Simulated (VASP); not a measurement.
OSZICAR of a VASP run on Ho (hcp):

**OSZICAR**
```
       N       E                     dE             d eps       ncg     rms          rms(c)
DAV:   1     0.864586684529E+02    0.86459E+02   -0.82273E+03  2229   0.130E+03
DAV:   2    -0.386809875178E+01   -0.90327E+02   -0.88640E+02  2850   0.544E+02
DAV:   3    -0.869040903325E+01   -0.48223E+01   -0.45888E+01  3202   0.960E+01
DAV:   4    -0.892402914502E+01   -0.23362E+00   -0.21886E+00  3380   0.131E+01
DAV:   5    -0.893114263436E+01   -0.71135E-02   -0.70648E-02  3238   0.236E+00    0.255E+01
DAV:   6    -0.894097002219E+01   -0.98274E-02   -0.23109E-02  3339   0.206E+00    0.152E+01
DAV:   7    -0.895349489660E+01   -0.12525E-01   -0.39139E-02  3194   0.287E+00    0.316E-01
DAV:   8    -0.895328305834E+01    0.21184E-03   -0.22881E-03  2861   0.544E-01    0.697E-02
DAV:   9    -0.895329575971E+01   -0.12701E-04   -0.18552E-04  3339   0.166E-01    0.299E-02
DAV:  10    -0.895328998170E+01    0.57780E-05   -0.22971E-05  3316   0.502E-02    0.374E-02
DAV:  11    -0.895329056409E+01   -0.58239E-06   -0.19592E-06  3146   0.144E-02    0.309E-03
DAV:  12    -0.895329076216E+01   -0.19806E-06   -0.15647E-07  1879   0.507E-03    0.188E-03
DAV:  13    -0.895329072722E+01    0.34932E-07   -0.35224E-08  1708   0.517E-03
   1 F= -.93806975E+01 E0= -.93803383E+01  d E =-.938070E+01
       N       E                     dE             d eps       ncg     rms          rms(c)
DAV:   1    -0.896131835401E+01   -0.80276E-02   -0.29115E-01  2917   0.494E+00    0.357E-01
DAV:   2    -0.895770569135E+01    0.36127E-02   -0.78744E-03  3176   0.107E+00    0.228E-01
DAV:   3    -0.895599837763E+01    0.17073E-02   -0.21021E-03  3467   0.439E-01    0.123E-01
DAV:   4    -0.895600137680E+01   -0.29992E-05   -0.27915E-04  2993   0.139E-01    0.531E-02
DAV:   5    -0.895600224388E+01   -0.86708E-06   -0.14472E-05  3676   0.449E-02    0.662E-03
DAV:   6    -0.895600207195E+01    0.17192E-06   -0.45599E-07  2834   0.622E-03    0.247E-03
DAV:   7    -0.895600202768E+01    0.44272E-07   -0.34068E-08  1663   0.288E-03
   2 F= -.93833821E+01 E0= -.93832442E+01  d E =-.268451E-02
       N       E                     dE             d eps       ncg     rms          rms(c)
DAV:   1    -0.895943245350E+01   -0.34304E-02   -0.15279E-01  2930   0.358E+00    0.258E-01
DAV:   2    -0.895748938753E+01    0.19431E-02   -0.40285E-03  3151   0.757E-01    0.164E-01
DAV:   3    -0.895659760285E+01    0.89178E-03   -0.10763E-03  3462   0.313E-01    0.933E-02
DAV:   4    -0.895659586866E+01    0.17342E-05   -0.14790E-04  3051   0.102E-01    0.391E-02
DAV:   5    -0.895659624330E+01   -0.37465E-06   -0.73915E-06  3673   0.314E-02    0.418E-03
DAV:   6    -0.895659615036E+01    0.92946E-07   -0.20001E-07  2208   0.438E-03
   3 F= -.93839665E+01 E0= -.93838692E+01  d E =-.326893E-02
```

Question: Which electronic solver shows in the log?

Answer: It is blocked Davidson (ALGO = Normal, or the opening steps of other solvers). The INCAR had ALGO = Normal.

Question: Can the final energy be trusted as converged?

Answer: Self-consistency was reached. It stopped with EDIFF = 1E-7, NELM = 100, NSW = 30 and EDIFFG = -0.01 after 3 ionic steps (PBE GGA with D4 dispersion, plane waves, VASP's PBE PAW potentials (set 64)). The 4f electrons are frozen in the core of the lanthanide potential, so 4f levels, which can set the real gap, and their magnetism are missing.

The compound is Ho in the hcp structure. This cell is one point of a volume scan, at 0.94 of the reference volume. Symmetry was kept, so distortions that lower it aren't found.
